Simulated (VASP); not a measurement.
A run of VASP 6.6.1 is set up as follows.

Contents of INCAR:

```
SYSTEM = Cd3BiAs
ALGO = Normal ; EDIFF = 1E-6
ENCUT = 520 ; GGA = PE
ISIF = 2 ; ISMEAR = 0
LASPH = .TRUE. ; LCHARG = .FALSE.
LREAL = .FALSE. ; LWAVE = .FALSE.
NBANDS = 36 ; NELM = 100
PREC = Accurate ; SIGMA = 0.05
```

Contents of KPOINTS:

```
k-points
0
G
  4 4 4
  0 0 0
```

POSCAR

```
Cd3BiAs
1.0
    6.3839010872      0.0000000000      0.0000000000
    0.0000000000      6.3839010872      0.0000000000
    0.0000000000      0.0000000000      6.3839010872
As Bi Cd
1 1 3
Direct
    0.0000000000      0.0000000000      0.0000000000
    0.5000000000      0.5000000000      0.5000000000
    0.5000000000      0.5000000000      0.0000000000
    0.5000000000      0.0000000000      0.5000000000
    0.0000000000      0.5000000000      0.5000000000
```

Potentials or basis: VASP PAW PBE potentials, release 64 (As, Bi_d, Cd).

Command:

```console
$ cat potpaw_PBE.64/As/POTCAR potpaw_PBE.64/Bi_d/POTCAR potpaw_PBE.64/Cd/POTCAR > POTCAR
$ mpirun -np 1 vasp_std > vasp.out
```

Problem. Estimate the pressure.

Solution. -3.2 GPa.

Problem. Estimate the band gap on the k mesh.

Solution. None (metal or under the smearing width).

Caveat: spin-orbit coupling is left out, which moves the levels of the heavy elements.
